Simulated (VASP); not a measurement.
Fe, a sheet with vacuum:

```
Fe
1.0
     2.31119    0.00000    0.00000
     0.00000    2.31119    0.00000
     0.00000    0.00000   23.80000
Fe
1
Direct
  0.00000 0.00000 0.29412
```

The cell was built by a generator and needn't be a form met in nature.

Base run:

* Program: VASP 6.6.1
* Functional: LDA
* Potentials or basis: VASP PAW LDA potentials, release 64 (Fe)
* Cutoff: 520 eV
* k mesh: 8 × 8 × 1
* Occupations: fermi-dirac, width 0.05 eV
* Spin: collinear spin, ferromagnetic start
* Starting moments: [3.0] μB
* Hubbard terms: Fe d U = 8 eV

Its results: net moment 3.73 μB per cell; site moments Fe +3.60 μB.

Task: The run is repeated on the same cell with these changes: hubbard terms from Fe d U = 8 eV to Fe d U = 5 eV. What comes out?

Result: Net moment 3.19 μB per cell; site moments Fe +3.22 μB.

Caveats: the U is typed as a test and isn't derived for this compound.

Not every run made on this cell is shown here.
